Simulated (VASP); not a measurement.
# MgC2 (P-3m1) in VASP: further runs, part 2 of 2

VASP 6.6.1.

**3. Relaxation of the atoms, LDA**

INCAR reads:

```
SYSTEM = MgC2
PREC = Accurate ; ENCUT = 520
EDIFF = 1E-6 ; ISMEAR = 0
SIGMA = 0.05 ; LREAL = .False.
LASPH = .True. ; NELM = 80
ALGO = Normal ; ISIF = 2
LWAVE = .False. ; LCHARG = .False.
GGA = CA ; IBRION = 2
NSW = 40 ; EDIFFG = -0.005
```

KPOINTS reads:

```
regular mesh
0
Gamma
  8 8 9
  0 0 0
```

POSCAR reads:

```
MgC2
1.0
    4.1399883800      0.0000000000      0.0000000000
   -2.0699941900      3.5853351100      0.0000000000
    0.0000000000      0.0000000000      2.8869137300
Mg C
1 2
Direct
    0.0000000000      0.0000000000      0.0000000000
    0.6666666700      0.3333333300      0.5182460000
    0.3333333300      0.6666666700      0.4817540000
```

Potentials or basis: VASP PAW LDA potentials, release 64 (Mg, C).

Command:

```
$ cat potpaw_LDA.64/Mg/POTCAR potpaw_LDA.64/C/POTCAR > POTCAR
$ mpirun -np 1 vasp_std > vasp.out
```

OUTCAR:

```text
SYSTEM = MgC2
   PREC = Accurate
   ENCUT = 520
   EDIFF = 1E-6
   ISMEAR = 0
   LREAL = .False.
   LASPH = .True.
   NELM = 80
   ISIF = 2
   GGA = CA
   IBRION = 2
   NSW = 40
   EDIFFG = -0.005

 ion  position               nearest neighbor table
   1  0.000  0.000  0.000-   2 2.77   3 2.77   2 2.77   3 2.77   2 2.77   3 2.77   2 2.82   3 2.82
                             2 2.82   3 2.82   2 2.82   3 2.82
   2  0.667  0.333  0.518-   1 2.77   1 2.77   1 2.77   1 2.82   1 2.82   1 2.82
   3  0.333  0.667  0.482-   1 2.77   1 2.77   1 2.77   1 2.82   1 2.82   1 2.82

  LATTYP: Found a hexagonal cell.
 ALAT       =     4.1399883800
 C/A-ratio  =     0.6973241142

  Lattice vectors:

 A1 = (   4.1399883800,   0.0000000000,   0.0000000000)
 A2 = (  -2.0699941900,   3.5853351100,   0.0000000000)
 A3 = (   0.0000000000,   0.0000000000,   2.8869137300)

Analysis of symmetry for initial positions (statically):
=====================================================================
 Subroutine PRICEL returns:
 Original cell was already a primitive cell.

 Routine SETGRP: Setting up the symmetry group for a
 hexagonal supercell.

 Subroutine GETGRP returns: Found 12 space group operations
 (whereof 12 operations were pure point group operations)
 out of a pool of 24 trial point group operations.

The static configuration has the point symmetry D_3d.

Analysis of symmetry for dynamics (positions and initial velocities):
=====================================================================
 Subroutine PRICEL returns:
 Original cell was already a primitive cell.

 Routine SETGRP: Setting up the symmetry group for a
 hexagonal supercell.

 Subroutine GETGRP returns: Found 12 space group operations
 (whereof 12 operations were pure point group operations)
 out of a pool of 24 trial point group operations.

The dynamic configuration has the point symmetry D_3d.

[... 138 lines left out ...]
   NGX = 15   NGY = 15   NGZ = 11

--------------------------------------- Ionic step        1  -------------------------------------------

 number of electron      10.0000000 magnetization

 Free energy of the ion-electron system (eV)
  ---------------------------------------------------
  ext. energy  EPLUGINS =         0.00000000
  ---------------------------------------------------
  free energy    TOTEN  =       -13.60394357 eV

  energy without entropy =      -13.60269008  energy(sigma->0) =      -13.60331683

------------------------ aborting loop because EDIFF is reached ----------------------------------------

  FORCE on cell =-STRESS in cart. coord.  units (eV):
  Direction    XX          YY          ZZ          XY          YZ          ZX
  --------------------------------------------------------------------------------------
  -------------------------------------------------------------------------------------
  Total       -9.3021883     -9.3021883     -3.2746430      0.0000000      0.0000000      0.0000000
  in kB     -347.8027612   -347.8027615   -122.4367706      0.0000000      0.0000000      0.0000000
  external PRESSURE =    -272.6807644 kB  Pullay stress =       0.0000000 kB
[... 135 lines left out ...]
--------------------------------------- Ionic step        5  -------------------------------------------

 number of electron      10.0000000 magnetization

 Free energy of the ion-electron system (eV)
  ---------------------------------------------------
  ext. energy  EPLUGINS =         0.00000000
  ---------------------------------------------------
  free energy    TOTEN  =       -13.61314680 eV

  energy without entropy =      -13.61210356  energy(sigma->0) =      -13.61262518

 E-fermi :   2.5447     XC(G=0):  -9.9371

 val. band max:        2.5039251915   @ k =   0.3750   0.2500   0.2222
 cond. band min:       2.5759831754   @ k =   0.2500   0.2500   0.3333
 fundamental gap:      0.0720579838
 Fermi energy:         2.5446788956

 k-point     1 :       0.0000    0.0000    0.0000
  band No.  band energies     occupation
      1      -9.4850      2.00000
      2      -3.5098      2.00000
      3       0.1064      2.00000
      4       0.1064      2.00000
      5       2.8675      0.00000
      6       2.8675      0.00000
      7       3.5450      0.00000
      8       4.5354      0.00000
      9       5.9520      0.00000
[... 265 lines left out ...]
 k-point    24 :       0.2500    0.2500    0.1111
  band No.  band energies     occupation
      1      -7.8809      2.00000
      2      -6.2194      2.00000
      3      -2.3292      2.00000
      4       1.9459      2.00000
      5       3.1298      0.00000
      6       3.5750      0.00000
      7       4.5208      0.00000
      8       6.1971      0.00000
      9       6.7572      0.00000

 [... further k-points ...]

------------------------ aborting loop because EDIFF is reached ----------------------------------------

  FORCE on cell =-STRESS in cart. coord.  units (eV):
  Direction    XX          YY          ZZ          XY          YZ          ZX
  --------------------------------------------------------------------------------------
  -------------------------------------------------------------------------------------
  Total       -9.3315024     -9.3315024     -3.2806146      0.0000000     -0.0000000      0.0000000
  in kB     -348.8987980   -348.8987983   -122.6600429      0.0000000     -0.0000000      0.0000000
  external PRESSURE =    -273.4858797 kB  Pullay stress =       0.0000000 kB
[... 18 lines left out ...]
  FREE ENERGIE OF THE ION-ELECTRON SYSTEM (eV)
  ---------------------------------------------------
  free  energy   TOTEN  =       -13.6131468043 eV

  energy  without entropy=      -13.6121035627  energy(sigma->0) =      -13.61262518

 reached required accuracy - stopping structural energy minimisation
```

Run time: 20 s. Hardware: 1 thread of Intel Xeon 6975P-C (Granite Rapids), shared host; peak memory 0.16 GiB.

What came out:

| Quantity | Value |
| --- | --- |
| Free energy | -13.6131 eV |
| Energy gained by relaxing | 3.1 meV/atom |
| Ionic steps | 5 |
| Pressure after relaxing | -27.3 GPa |
| Band gap on the k mesh | none (metal or under the smearing width) |

Stress tensor (GPa, compression positive):
```
-34.89   0.00   0.00
  0.00 -34.89   0.00
  0.00   0.00 -12.27
```

The path:
| step | energy change (eV) | largest force (eV/Å) | pressure (GPa) |
| --- | --- | --- | --- |
| 1 | 0.0000 | 0.1750 | -27.27 |
| 2 | -0.0027 | 0.1455 | -27.28 |
| 3 | -0.0080 | 0.0639 | -27.34 |
| 4 | -0.0058 | 0.1046 | -27.32 |
| 5 | -0.0092 | 0.0011 | -27.35 |

Final structure:
```
Mg C
1.0
     4.13999    0.00000    0.00000
    -2.06999    3.58534    0.00000
     0.00000    0.00000    2.88691
Mg C
1 2
Direct
  0.00000 0.00000 0.00000
  0.66667 0.33333 0.49989
  0.33333 0.66667 0.50011
```

**4. Molecular dynamics, PBE+TS**

This run uses another cell than the first one: it holds 12 atoms, not 3.

INCAR reads:

```
ALGO = Fast
EDIFF = 1E-5
ENCUT = 450
GGA = PE
IBRION = 0
ISIF = 2
ISMEAR = 0
ISYM = 0
IVDW = 2
LASPH = T
LCHARG = F
LREAL = Auto
LWAVE = F
MDALGO = 2
NELM = 80
NELMIN = 4
NSW = 40
POTIM = 2
PREC = Normal
RANDOM_SEED = 147971 0 0
SIGMA = 0.05
SMASS = 0
TEBEG = 300
TEEND = 300
```

KPOINTS reads:

```
k-points
0
Gamma
  2 2 4
```

POSCAR reads:

```
MgC2
1.0
    8.2799767600      0.0000000000      0.0000000000
   -4.1399883800      7.1706702200      0.0000000000
    0.0000000000      0.0000000000      2.8869137300
Mg C
4 8
Cartesian
    0.0000000000      0.0000000000      0.0000000000
   -2.0699941900      3.5853351100      0.0000000000
    4.1399883800      0.0000000000      0.0000000000
    2.0699941900      3.5853351100      0.0000000000
    2.0699942107      1.1951116914      1.4961314929
    0.0000000207      4.7804468014      1.4961314929
    6.2099825907      1.1951116914      1.4961314929
    4.1399884007      4.7804468014      1.4961314929
   -0.0000000207      2.3902234186      1.3907822371
   -2.0699942107      5.9755585286      1.3907822371
    4.1399883593      2.3902234186      1.3907822371
    2.0699941693      5.9755585286      1.3907822371
```

Potentials or basis: VASP PAW PBE potentials, release 64 (Mg_GW, C_GW).

Command:

```
$ cat potpaw_PBE.64/Mg_GW/POTCAR potpaw_PBE.64/C_GW/POTCAR > POTCAR
$ mpirun -np 1 vasp_std > vasp.out
```

Wall time 7.4 min (1 thread of Intel Xeon 6975P-C (Granite Rapids), shared host); peak memory 0.25 GiB.

It converged, with:

| Item | Value |
| --- | --- |
| Hirshfeld charges | Mg +0.45, +0.41; C -0.24, -0.23, -0.18, -0.25, -0.20, -0.27 e |
| Dispersion energy per atom | -0.211 eV |

Step by step:
| step | potential energy change (eV) | largest force (eV/Å) | pressure (GPa) | volume (Å³) | temperature (K) |
| --- | --- | --- | --- | --- | --- |
| 1 | 0.0000 | 0.2501 | -26.52 | 171.40 | 300 |
| 2 | -0.0069 | 0.3158 | -26.51 | 171.40 | 305 |
| 3 | -0.0235 | 0.4880 | -26.50 | 171.40 | 317 |
| 4 | -0.0521 | 0.7249 | -26.47 | 171.40 | 337 |
| 5 | -0.0970 | 1.0052 | -26.45 | 171.40 | 367 |
| 6 | -0.1624 | 1.2853 | -26.44 | 171.40 | 410 |
| 7 | -0.2536 | 1.5901 | -26.43 | 171.40 | 467 |
| 8 | -0.3787 | 1.9386 | -26.44 | 171.40 | 540 |
| 9 | -0.5497 | 2.3346 | -26.47 | 171.40 | 631 |
| 10 | -0.7805 | 2.7661 | -26.52 | 171.40 | 740 |
| 11 | -1.0889 | 3.2738 | -26.56 | 171.40 | 866 |
| 12 | -1.4978 | 3.9064 | -26.56 | 171.40 | 1004 |
| 13 | -2.0533 | 5.0253 | -26.37 | 171.40 | 1164 |
| 14 | -2.8277 | 5.9709 | -25.95 | 171.40 | 1338 |
| 15 | -3.7795 | 6.4302 | -25.21 | 171.40 | 1473 |
| 16 | -4.7360 | 4.5096 | -23.57 | 171.40 | 1421 |
| 17 | -5.0746 | 3.9555 | -20.36 | 171.40 | 952 |
| 18 | -4.7449 | 12.4081 | -17.36 | 171.40 | 384 |
| 19 | -5.1347 | 11.0637 | -17.73 | 171.40 | 395 |
| 20 | -5.9021 | 4.0959 | -20.12 | 171.40 | 568 |
| 21 | -6.3262 | 3.7533 | -21.91 | 171.40 | 508 |
| 22 | -6.6374 | 4.1116 | -22.71 | 171.40 | 418 |
| 23 | -7.0621 | 4.5248 | -22.66 | 171.40 | 428 |
| 24 | -7.6550 | 5.0222 | -21.89 | 171.40 | 520 |
| 25 | -8.4553 | 5.9866 | -20.73 | 171.40 | 661 |
| 26 | -9.4535 | 6.6283 | -19.11 | 171.40 | 803 |
| 27 | -10.5419 | 6.3227 | -17.19 | 171.40 | 887 |
| 28 | -11.5993 | 5.9088 | -14.69 | 171.40 | 870 |
| 29 | -12.3612 | 3.6164 | -11.75 | 171.40 | 681 |
| 30 | -12.5970 | 3.6637 | -8.86 | 171.40 | 369 |
| 31 | -12.6458 | 5.0094 | -7.34 | 171.40 | 175 |
| 32 | -12.8948 | 4.4971 | -7.77 | 171.40 | 183 |
| 33 | -13.2716 | 4.4413 | -9.24 | 171.40 | 239 |
| 34 | -13.6094 | 4.6754 | -10.58 | 171.40 | 248 |
| 35 | -13.9134 | 4.8675 | -11.30 | 171.40 | 241 |
| 36 | -14.2391 | 5.0418 | -11.33 | 171.40 | 250 |
| 37 | -14.6058 | 5.2781 | -10.88 | 171.40 | 274 |
| 38 | -15.0271 | 6.4116 | -10.10 | 171.40 | 321 |
| 39 | -15.5656 | 6.7201 | -9.15 | 171.40 | 380 |
| 40 | -16.0867 | 5.0789 | -7.68 | 171.40 | 385 |

Caveat: the k mesh is coarse (spacing up to 0.54 Å⁻¹), so the values aren't converged; the cutoff is under 1.25 times the usual one of these potentials, so pressure, stress and relaxed cells hold a basis-set (Pulay) error.

**5. For comparison**

An earlier run on the cell as given: functional PBE; potentials or basis VASP PAW PBE potentials, release 64 (Mg, C); cutoff 520 eV; k mesh 8 × 8 × 9; occupations fermi-dirac, width 0.05 eV; no spin polarisation.

- Pressure: -22.8 GPa
- Largest force: 0.172 eV/Å
- Band gap on the k mesh: none (metal or under the smearing width)

**6. Overview**

| task | level | potentials or basis | cell | k mesh | cutoff (eV) | smearing | supercell matrix | temperature | mesh quality | gap on the mesh (eV) | pressure (GPa) |
| --- | --- | --- | --- | --- | --- | --- | --- | --- | --- | --- | --- |
| relaxation of cell and atoms | PBE | VASP PAW PBE potentials, release 64 (Mg, C) | relaxed | 8 × 8 × 9 | 600 | gaussian 0.05 eV | - | - | not flagged | 0.91 | -0.1 |
| relaxation of the atoms | LDA | VASP PAW LDA potentials, release 64 (Mg, C) | atoms relaxed | 8 × 8 × 9 | 520 | gaussian 0.05 eV | - | - | not flagged | none | -27.3 |
| molecular dynamics | PBE+TS | VASP PAW PBE potentials, release 64 (Mg_GW, C_GW) | as given | 2 × 2 × 4 | 450 | gaussian 0.05 eV | [2, 0, 0, 0, 2, 0, 0, 0, 1] | 300 | coarse | - | - |
| single point | PBE | VASP PAW PBE potentials, release 64 (Mg, C) | as given | 8 × 8 × 9 | 520 | fermi-dirac 0.05 eV | - | - | not flagged | none | -22.8 |

Alike in all rows: no spin polarisation.

Caveats: some runs use coarse meshes; the volume moved by over 15 % at a fixed basis, so the end points are rough (some runs); an odd mesh through Γ misses points on the zone boundary, where band edges often lie (some runs); the cutoff is under 1.25 times the usual one of these potentials, so pressure, stress and relaxed cells hold a basis-set (Pulay) error (some runs); so large a pressure means that the cell lies far from this level's equilibrium, or that cutoff or potentials fall short (some runs).

Absolute energies hang on the potentials; compare differences alone.
